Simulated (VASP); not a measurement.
# Lattice vibrations of CuSnF6, part 2 of 4

Wanted: whether CuSnF6 is dynamically stable, and its vibrational spectrum. The start is a cell from a database of measured crystal structures.

VASP 6.6.1; LDA, no spin polarisation; plane waves and PAW (Sn, Cu, F).

Still holding for the runs below: Oxides and halides of Cu are often magnetic insulators, and a metal at this level, without U or exact exchange, may be an artefact.

So far. Step 2 (Relax the host): The run ended after 26 ionic steps, 2.288 eV below its first step, once forces and stress met EDIFFG = -0.02.

**3. Relax the host again, on a new basis**

The volume changed by more than 5 %, so the plane waves of the start no longer fit; a second relaxation removes that error.

INCAR

```
SYSTEM = CuSnF6
PREC = Accurate
ENCUT = 520
EDIFF = 1E-06
NELM = 120
ISMEAR = 0
SIGMA = 0.05
LREAL = .FALSE.
ALGO = Normal
GGA = CA
NBANDS = 36
LASPH = .TRUE.
LORBIT = 11
LWAVE = .FALSE.
LCHARG = .FALSE.
KPAR = 4
IBRION = 2
NSW = 30
ISIF = 3
EDIFFG = -0.02
POTIM = 0.4
```

POSCAR

```
CuSnF6
1.0
    2.4717362280      1.4270575821      4.6063451254
   -2.4717362327      1.4270575739      4.6063451254
    0.0000000048     -2.8541151559      4.6063451254
Sn Cu F
1 1 6
Direct
    0.0000000000      0.0000000000      0.0000000000
    0.5000000000      0.5000000000      0.5000000000
    0.2524349579      0.8954574568      0.6026066921
    0.8954574568      0.6026066921      0.2524349579
    0.6026066921      0.2524349579      0.8954574568
    0.7475650421      0.1045425432      0.3973933079
    0.1045425432      0.3973933079      0.7475650421
    0.3973933079      0.7475650421      0.1045425432
```

KPOINTS

```
Automatic mesh
0
Gamma
5 5 5
0 0 0
```

PAW data sets: Sn, Cu and F (LDA family, release 64).

On the command line:

```sh
mpirun -np 4 vasp_std
```

Log:

```text
[... set-up lines as in an earlier step ...]
 entering main loop
       N       E                     dE             d eps       ncg     rms          rms(c)
DAV:   1     0.680293771591E+03    0.68029E+03   -0.28868E+04  1664   0.178E+03
DAV:   2     0.272976921386E+02   -0.65300E+03   -0.62427E+03  1952   0.483E+02
DAV:   3    -0.434680004468E+02   -0.70766E+02   -0.69769E+02  2028   0.172E+02
DAV:   4    -0.458455267524E+02   -0.23775E+01   -0.23610E+01  2172   0.331E+01
DAV:   5    -0.459093458286E+02   -0.63819E-01   -0.63687E-01  2092   0.488E+00    0.180E+01
DAV:   6    -0.434156580308E+02    0.24937E+01   -0.96072E+01  2364   0.106E+02    0.135E+01
DAV:   7    -0.397841484551E+02    0.36315E+01   -0.12654E+01  1872   0.138E+02    0.424E+00
DAV:   8    -0.397186077559E+02    0.65541E-01   -0.20482E+00  1892   0.761E+00    0.187E+00
DAV:   9    -0.396443545420E+02    0.74253E-01   -0.10194E-01  2552   0.642E+00    0.347E-01
DAV:  10    -0.396432594450E+02    0.10951E-02   -0.21092E-02  2160   0.910E-01    0.134E-01
DAV:  11    -0.396430373490E+02    0.22210E-03   -0.91582E-04  2576   0.697E-01    0.687E-02
DAV:  12    -0.396430460207E+02   -0.86718E-05   -0.11907E-04  2396   0.130E-01    0.169E-02
DAV:  13    -0.396430469224E+02   -0.90163E-06   -0.15442E-05  2276   0.917E-02    0.434E-03
DAV:  14    -0.396430465438E+02    0.37859E-06   -0.17961E-06  1420   0.253E-02
   1 F= -.39643047E+02 E0= -.39634170E+02  d E =-.396430E+02
 curvature:   0.00 expect dE= 0.000E+00 dE for cont linesearch  0.000E+00
 trial: gam= 0.00000 g(F)=  0.236E-04 g(S)=  0.106E-03 ort = 0.000E+00 (trialstep = 0.100E+01)
 search vector abs. value=  0.130E-03
 reached required accuracy - stopping structural energy minimisation
```

Wall time 12 s (4 MPI ranks of Intel Xeon 6975P-C (Granite Rapids), shared host); peak memory 0.95 GiB; 47 s of CPU time.

Parts of OUTCAR (step 3):

```text
  LATTYP: Found a trigonal (rhomboedric) cell.
 ALAT       =     5.4188918367
 COS(alpha) =     0.5838850897

The static configuration has the point symmetry S_6 .

 Found     23 irreducible k-points:

   dimension x,y,z NGX =    40 NGY =   40 NGZ =   40
   dimension x,y,z NGXF=    80 NGYF=   80 NGZF=   80

   ENCUT  =  520.0 eV  38.22 Ry    6.18 a.u.  10.08 10.08 10.08*2*pi/ulx,y,z

   NELECT =      57.0000    total number of electrons

 E-fermi :   0.7358

 k-point     1 :       0.0000    0.0000    0.0000
  band No.  band energies     occupation
    ...
     23      -1.9205      2.00000
     24      -1.9205      2.00000
     25      -0.3891      2.00000
     26      -0.3569      2.00000
     27      -0.3569      2.00000
     28       0.8380      0.00384
     29       0.8380      0.00384
     30       3.0221      0.00000
     31       9.1854      0.00000
     32       9.5846      0.00000
    ...

 k-point     2 :       0.2000    0.0000    0.0000
  band No.  band energies     occupation
    ...
     24      -1.8744      2.00000
     25      -0.3963      2.00000
     26      -0.3843      2.00000
     27      -0.3377      2.00000
     28       0.7448      0.79777
     29       0.7843      0.16986
     30       3.5583      0.00000
     31       8.6339      0.00000
     32       9.5774      0.00000
     33       9.9202      0.00000
    ...

  Total       -0.0674128     -0.0674128     -0.1135254     -0.0000000     -0.0000000     -0.0000000
  in kB       -1.1079023     -1.1079023     -1.8657455     -0.0000004     -0.0000000     -0.0000000
  external PRESSURE =      -1.3605167 kB  Pullay stress =       0.0000000 kB

 POSITION                                       TOTAL-FORCE (eV/Angst)
 -----------------------------------------------------------------------------------
      0.00000      0.00000      0.00000        -0.000000     -0.000000      0.000000
      0.00000      0.00000      6.90952        -0.000000     -0.000000     -0.000000
     -1.58938     -0.08180      8.06340         0.006857     -0.001456      0.007274
      0.72385      1.41735      8.06340        -0.004689     -0.005211      0.007274
      0.86553     -1.33555      8.06340        -0.002168      0.006666      0.007274
      1.58938      0.08180      5.75563        -0.006857      0.001456     -0.007274
     -0.72385     -1.41735      5.75563         0.004689      0.005211     -0.007274
     -0.86553      1.33555      5.75563         0.002168     -0.006666     -0.007274
 -----------------------------------------------------------------------------------
    total drift:                                0.000000      0.000000      0.000000

  FREE ENERGIE OF THE ION-ELECTRON SYSTEM (eV)
  ---------------------------------------------------
  free  energy   TOTEN  =       -39.6430465438 eV

  energy  without entropy=      -39.6252940009  energy(sigma->0) =      -39.63417027

 total charge
# of ion       s       p       d       tot
------------------------------------------
    1        1.060   1.730   0.860   3.649
    2        0.287   0.359   9.082   9.728
    3        1.732   4.333   0.000   6.065
    4        1.732   4.333   0.000   6.065
    5        1.732   4.333   0.000   6.065
    6        1.732   4.333   0.000   6.065
    7        1.732   4.333   0.000   6.065
    8        1.732   4.333   0.000   6.065
--------------------------------------------------
tot         11.737  28.088   9.941  49.766

[... 4 parts as in an earlier step ...]

[... 7 further parts left out ...]
```

CONTCAR:

```
CuSnF6
   1.00000000000000
     2.4717362280000001    1.4270575821000000    4.6063451253999999
    -2.4717362327000001    1.4270575739000000    4.6063451253999999
     0.0000000048000000   -2.8541151559000002    4.6063451253999999
  Sn              Cu              F
     1     1     6
Direct
     0.0000000000000000    0.0000000000000000    0.0000000000000000
     0.5000000000000000    0.5000000000000000    0.5000000000000000
     0.2524349579000003    0.8954574568000027    0.6026066920999966
     0.8954574568000027    0.6026066920999966    0.2524349579000003
     0.6026066920999966    0.2524349579000003    0.8954574568000027
     0.7475650420999997    0.1045425431999973    0.3973933079000034
     0.1045425431999973    0.3973933079000034    0.7475650420999997
     0.3973933079000034    0.7475650420999997    0.1045425431999973
```

Little changed from the start: no atom moved by 0.005 Å and no cell edge by 0.1 %.

This step gave:

| Property | Result |
| --- | --- |
| electronic cycles | 14 |
| free energy (TOTEN) | -39.64 eV |
| energy at zero smearing | -39.63 eV |
| Fermi energy | 0.7358 eV |
| pressure | -0.1361 GPa |

The start already met the threshold, so nothing moved.

**4. Tight relaxation**

Force constants are second derivatives, so residual forces and stress must first be far smaller than in an ordinary relaxation. Smearing, mesh and cutoff differ from the relaxation before, which can move the cell too.

INCAR

```
SYSTEM = CuSnF6
PREC = Accurate
ENCUT = 480
EDIFF = 1E-08
NELM = 120
ISMEAR = 1
SIGMA = 0.2
LREAL = .FALSE.
ALGO = Fast
GGA = CA
NBANDS = 36
LASPH = .TRUE.
LORBIT = 11
LWAVE = .FALSE.
LCHARG = .FALSE.
KPAR = 4
IBRION = 1
NSW = 30
ISIF = 3
EDIFFG = -0.002
POTIM = 0.4
```

POSCAR is that of step 3.

KPOINTS

```
Automatic mesh
0
Gamma
8 8 8
0 0 0
```

On the command line:

```sh
mpirun -np 4 vasp_std
```

Log:

```text
[... set-up lines as in an earlier step ...]
 entering main loop
       N       E                     dE             d eps       ncg     rms          rms(c)
DAV:   1     0.651965971552E+03    0.65197E+03   -0.27870E+04  6512   0.168E+03
DAV:   2     0.215165236242E+02   -0.63045E+03   -0.60149E+03  7620   0.462E+02
DAV:   3    -0.437719048759E+02   -0.65288E+02   -0.64402E+02  7996   0.163E+02
DAV:   4    -0.458523116120E+02   -0.20804E+01   -0.20693E+01  8268   0.308E+01
DAV:   5    -0.459170715975E+02   -0.64760E-01   -0.64685E-01  8276   0.508E+00    0.181E+01
RMM:   6    -0.434008883879E+02    0.25162E+01   -0.48430E+01  6971   0.709E+01    0.133E+01
RMM:   7    -0.399364754718E+02    0.34644E+01   -0.20278E+01  8314   0.337E+01    0.440E+00
RMM:   8    -0.397594254496E+02    0.17705E+00   -0.65319E-01  8226   0.457E+00    0.259E+00
RMM:   9    -0.396610749276E+02    0.98351E-01   -0.34262E-01  7807   0.414E+00    0.578E-01
RMM:  10    -0.396552684322E+02    0.58065E-02   -0.41174E-02  7535   0.181E+00    0.308E-01
RMM:  11    -0.396570065466E+02   -0.17381E-02   -0.34831E-02  7973   0.101E+00    0.269E-01
RMM:  12    -0.396555665511E+02    0.14400E-02   -0.49521E-03  7468   0.485E-01    0.319E-02
RMM:  13    -0.396555865238E+02   -0.19973E-04   -0.50425E-04  6971   0.170E-01    0.214E-02
RMM:  14    -0.396555958416E+02   -0.93178E-05   -0.11649E-04  8157   0.606E-02    0.193E-02
RMM:  15    -0.396555917720E+02    0.40696E-05   -0.71838E-05  7895   0.494E-02    0.763E-03
RMM:  16    -0.396555908120E+02    0.96006E-06   -0.34734E-06  6847   0.147E-02    0.418E-03
RMM:  17    -0.396555905657E+02    0.24624E-06   -0.21133E-06  7732   0.836E-03    0.333E-04
RMM:  18    -0.396555905811E+02   -0.15345E-07   -0.17541E-07  6267   0.299E-03    0.160E-04
RMM:  19    -0.396555905840E+02   -0.29031E-08   -0.34428E-08  4502   0.109E-03
   1 F= -.39655591E+02 E0= -.39642756E+02  d E =-.396556E+02
 BRION: g(F)=  0.225E-04 g(S)=  0.521E-02
 bond charge predicted
       N       E                     dE             d eps       ncg     rms          rms(c)
DAV:   1    -0.397026110174E+02   -0.47020E-01   -0.90521E-01  9032   0.101E+01    0.169E+00
RMM:   2    -0.396585687140E+02    0.44042E-01   -0.16811E-01  8243   0.333E+00    0.344E-01
RMM:   3    -0.396581928914E+02    0.37582E-03   -0.19983E-02  7714   0.975E-01    0.210E-01
RMM:   4    -0.396576036726E+02    0.58922E-03   -0.25073E-03  7277   0.388E-01    0.986E-02
RMM:   5    -0.396573168989E+02    0.28677E-03   -0.15595E-03  7844   0.292E-01    0.634E-02
RMM:   6    -0.396572638490E+02    0.53050E-04   -0.53805E-04  7937   0.167E-01    0.116E-02
RMM:   7    -0.396572741251E+02   -0.10276E-04   -0.11156E-04  7769   0.741E-02    0.202E-02
RMM:   8    -0.396572682333E+02    0.58917E-05   -0.36704E-05  8239   0.346E-02    0.443E-03
RMM:   9    -0.396572684777E+02   -0.24434E-06   -0.68406E-06  8240   0.205E-02    0.219E-03
RMM:  10    -0.396572685608E+02   -0.83075E-07   -0.21705E-06  6839   0.760E-03    0.835E-04
RMM:  11    -0.396572685678E+02   -0.70904E-08   -0.32455E-07  6091   0.292E-03    0.113E-04
RMM:  12    -0.396572685707E+02   -0.28131E-08   -0.34576E-08  4218   0.154E-03
   2 F= -.39657269E+02 E0= -.39644636E+02  d E =-.167799E-02
[... from here on, the cycles between the ionic steps are left out ...]
   3 F= -.39658011E+02 E0= -.39645297E+02  d E =-.742159E-03
   4 F= -.39658290E+02 E0= -.39645553E+02  d E =-.279728E-03
   5 F= -.39658901E+02 E0= -.39646076E+02  d E =-.610786E-03
   6 F= -.39659548E+02 E0= -.39646604E+02  d E =-.646546E-03
   7 F= -.39660301E+02 E0= -.39647193E+02  d E =-.752775E-03
   8 F= -.39660480E+02 E0= -.39647331E+02  d E =-.179700E-03
   9 F= -.39660989E+02 E0= -.39647706E+02  d E =-.509170E-03
 BRION: g(F)=  0.596E-04 g(S)=  0.817E-05 retain N=  2 mean eig= 5.55
 eig:   5.553  5.553
 bond charge predicted
       N       E                     dE             d eps       ncg     rms          rms(c)
DAV:   1    -0.396689807141E+02   -0.79913E-02   -0.79668E+00  6512   0.202E+01    0.139E+00
RMM:   2    -0.396619972439E+02    0.69835E-02   -0.27915E-01  7858   0.405E+00    0.419E-01
RMM:   3    -0.396629364431E+02   -0.93920E-03   -0.41336E-02  8474   0.147E+00    0.243E-01
RMM:   4    -0.396619917857E+02    0.94466E-03   -0.27084E-03  7321   0.437E-01    0.136E-01
RMM:   5    -0.396617716461E+02    0.22014E-03   -0.24373E-03  8010   0.351E-01    0.790E-02
RMM:   6    -0.396616386686E+02    0.13298E-03   -0.51420E-04  7923   0.162E-01    0.136E-02
RMM:   7    -0.396616490629E+02   -0.10394E-04   -0.12216E-04  7741   0.773E-02    0.183E-02
RMM:   8    -0.396616453795E+02    0.36834E-05   -0.43002E-05  7856   0.458E-02    0.779E-03
RMM:   9    -0.396616441172E+02    0.12623E-05   -0.38053E-06  6883   0.164E-02    0.213E-03
RMM:  10    -0.396616442086E+02   -0.91481E-07   -0.21877E-06  7861   0.103E-02    0.139E-03
RMM:  11    -0.396616441789E+02    0.29751E-07   -0.27126E-07  6534   0.427E-03    0.854E-05
RMM:  12    -0.396616441889E+02   -0.10047E-07   -0.97592E-08  4893   0.205E-03    0.189E-04
RMM:  13    -0.396616441894E+02   -0.43929E-09   -0.12081E-08  4049   0.979E-04
  10 F= -.39661644E+02 E0= -.39647920E+02  d E =-.654755E-03
 BRION: g(F)=  0.440E-06 g(S)=  0.298E-06
 BRIONS problems: POTIM should be increased
 retain N=  1 mean eig=11.77
 eig:  11.773
 reached required accuracy - stopping structural energy minimisation
```

Wall time 5.7 min (4 MPI ranks); peak memory 1.6 GiB.

OUTCAR, selected parts (step 4):

```text
The static configuration has the point symmetry S_6 .

 Found     90 irreducible k-points:

   k-points           NKPTS =     90   k-points in BZ     NKDIM =     90   number of bands    NBANDS=     36

   ENCUT  =  480.0 eV  35.28 Ry    5.94 a.u.   9.68  9.68  9.68*2*pi/ulx,y,z

   NELECT =      57.0000    total number of electrons

 E-fermi :   0.9518

 k-point     1 :       0.0000    0.0000    0.0000
  band No.  band energies     occupation
    ...
     23      -1.7219      2.00000
     24      -1.7219      2.00000
     25      -0.1955      2.00000
     26      -0.1582      2.00000
     27      -0.1582      2.00000
     28       1.0418      0.31679
     29       1.0418      0.31679
     30       3.2320     -0.00000
     31       9.3454      0.00000
     32       9.8429      0.00000
    ...

 k-point     2 :       0.1250   -0.0000   -0.0000
  band No.  band energies     occupation
    ...
     24      -1.6913      2.00000
     25      -0.1900      2.00000
     26      -0.1745      2.00000
     27      -0.1530      2.00000
     28       1.0040      0.57443
     29       1.0195      0.46142
     30       3.4663     -0.00000
     31       9.2429      0.00000
     32       9.6066      0.00000
     33      10.2998      0.00000
    ...

  Total        0.0055519      0.0055519     -0.0002485     -0.0000000     -0.0000000     -0.0000000
  in kB        0.0931852      0.0931852     -0.0041711     -0.0000008     -0.0000000     -0.0000000
  external PRESSURE =       0.0607331 kB  Pullay stress =       0.0000000 kB

  energy-cutoff  :      480.00
  volume of cell :       95.46
      direct lattice vectors                 reciprocal lattice vectors
     2.447993221  1.413349575  4.598237390     0.204248929  0.117923177  0.072491545
    -2.447993247  1.413349530  4.598237390    -0.204248932  0.117923173  0.072491545
     0.000000026 -2.826699105  4.598237390     0.000000002 -0.235846350  0.072491545

 POSITION                                       TOTAL-FORCE (eV/Angst)
 -----------------------------------------------------------------------------------
      0.00000      0.00000      0.00000        -0.000000      0.000000     -0.000000
      0.00000      0.00000      6.89736        -0.000000      0.000000     -0.000000
     -1.58859     -0.05321      8.04992         0.001000      0.000251      0.000916
      0.74821      1.40236      8.04992        -0.000283     -0.000991      0.000916
      0.84038     -1.34915      8.04992        -0.000717      0.000740      0.000916
      1.58859      0.05321      5.74480        -0.001000     -0.000251     -0.000916
     -0.74821     -1.40236      5.74480         0.000283      0.000991     -0.000916
     -0.84038      1.34915      5.74480         0.000717     -0.000740     -0.000916
 -----------------------------------------------------------------------------------
    total drift:                               -0.000000      0.000000     -0.000000

  FREE ENERGIE OF THE ION-ELECTRON SYSTEM (eV)
  ---------------------------------------------------
  free  energy   TOTEN  =       -39.6616441894 eV

  energy  without entropy=      -39.6204703640  energy(sigma->0) =      -39.64791958

 total charge
# of ion       s       p       d       tot
------------------------------------------
    1        1.061   1.736   0.868   3.665
    2        0.289   0.363   9.084   9.737
    3        1.736   4.335   0.000   6.071
    4        1.736   4.335   0.000   6.071
    5        1.736   4.335   0.000   6.071
    6        1.736   4.335   0.000   6.071
    7        1.736   4.335   0.000   6.071
    8        1.736   4.335   0.000   6.071
--------------------------------------------------
tot         11.769  28.110   9.952  49.830

[... 5 parts as in an earlier step ...]

[... 6 further parts left out ...]
```

CONTCAR:

```
CuSnF6
   1.00000000000000
     2.4479932209527666    1.4133495751475522    4.5982373899605475
    -2.4479932469207153    1.4133495301100878    4.5982373899606124
     0.0000000260668140   -2.8266991051587760    4.5982373899606364
  Sn              Cu              F
     1     1     6
Direct
     0.0000000000000000   -0.0000000000000000   -0.0000000000000000
     0.5000000000000000    0.5000000000000000    0.5000000000000000
     0.2528089740326546    0.9017425536112502    0.5961012221666168
     0.9017425536112502    0.5961012221666168    0.2528089740326546
     0.5961012221666168    0.2528089740326546    0.9017425536112502
     0.7471910259673454    0.0982574463887488    0.4038987778333841
     0.0982574463887488    0.4038987778333841    0.7471910259673454
     0.4038987778333841    0.7471910259673454    0.0982574463887488
```

The steps of the relaxation:

```
step  energy less that of the first step (eV)  largest force (eV/Å)  pressure (GPa)  volume (Å³)
   1                                   0.0000                0.0099           -0.98        97.49
   2                                  -0.0017                0.0747            0.35        96.64
   3                                  -0.0024                0.0318           -0.17        96.86
   4                                  -0.0027                0.0327           -0.11        96.77
   5                                  -0.0033                0.0301           -0.07        96.63
   6                                  -0.0040                0.0258           -0.06        96.48
   7                                  -0.0047                0.0205           -0.04        96.26
   8                                  -0.0049                0.0188           -0.05        96.21
   9                                  -0.0054                0.0160            0.00        96.01
  10                                  -0.0061                0.0014            0.01        95.46
```

```
conventional cell, symmetrised  before   after  change
                         a (Å)   4.943   4.896  -1.0 %
                         b (Å)   4.943   4.896  -1.0 %
                         c (Å)  13.819  13.795  -0.2 %
              volume (Å³/atom)   12.19   11.93  -2.1 %
```

The atoms that moved most (Å, as changes of fractional coordinates times the final cell):

```
atom      dx      dy      dz  length
  F6   0.014  -0.028  -0.001   0.031
  F3  -0.014   0.028   0.001   0.031
  F8   0.017   0.026  -0.001   0.031
  F5  -0.017  -0.026   0.001   0.031
  F7  -0.031   0.001  -0.001   0.031
  F4   0.031  -0.001   0.001   0.031
```

The relaxed structure:

```cif
data_structure
_symmetry_space_group_name_H-M 'P 1'
_symmetry_Int_Tables_number 1
_cell_length_a 5.3976
_cell_length_b 5.3976
_cell_length_c 5.3976
_cell_angle_alpha 53.941
_cell_angle_beta 53.941
_cell_angle_gamma 53.941
_cell_volume 95.46
loop_
_atom_site_label
_atom_site_type_symbol
_atom_site_fract_x
_atom_site_fract_y
_atom_site_fract_z
_atom_site_occupancy
Sn1 Sn 0.00000 0.00000 0.00000 1
Cu2 Cu 0.50000 0.50000 0.50000 1
F3 F 0.25281 0.90174 0.59610 1
F4 F 0.90174 0.59610 0.25281 1
F5 F 0.59610 0.25281 0.90174 1
F6 F 0.74719 0.09826 0.40390 1
F7 F 0.09826 0.40390 0.74719 1
F8 F 0.40390 0.74719 0.09826 1
```

This step gave:

```yaml
electronic_cycles: 115
free_energy_toten: -39.66 eV
energy_at_zero_smearing: -39.65 eV
fermi_energy: 0.9518 eV
pressure: 0.006073 GPa
```

The run ended after 10 ionic steps, 0.006 eV below its first step, once forces and stress met EDIFFG = -0.002.

[end of part 2 of 4]

[Lines on the potential files, build, host, timing and source positions are cut from VASP's logs without a mark.]

[Logs are printed without paths, hosts, clocks, repeated set-up lines and the standing remarks that a program may print on its own settings, such as how far it seeks lower states.]

[Hosts, paths, dates, database ids (printed as entryN), source tags and the programs' standing remarks are cut or masked in the printed files.]

[Runs that stopped without an error message from VASP are left out.]
